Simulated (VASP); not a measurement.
Input:

```
CELL_PARAMETERS angstrom
      0.00000     2.27315     2.27315
      2.27315     0.00000     2.27315
      2.27315     2.27315     0.00000
ATOMIC_POSITIONS crystal
  B  0.00000 0.00000 0.00000
  P  0.25000 0.25000 0.25000
```

Calculation: PBE GGA, VASP's PBE PAW potentials (set 64) (plane waves; VASP 6.6.1). Run with 520 eV cut-off, 11×11×11 Γ-centred mesh, tetrahedra with Blöchl corrections, potentials B P.

**Question.** The job: BP (zinc blende), 2 atoms, PBE, static run, 520 eV, 11×11×11 Γ-centred mesh. Roughly how much core time does it take on a busy server core?

**Answer.** About 4 core-seconds (one run on a shared machine, a rough figure). It had 56 irreducible k-points, 8 bands, up to 642 plane waves and 13 electronic steps.

The compound is BP in the zinc blende structure. It was relaxed first.
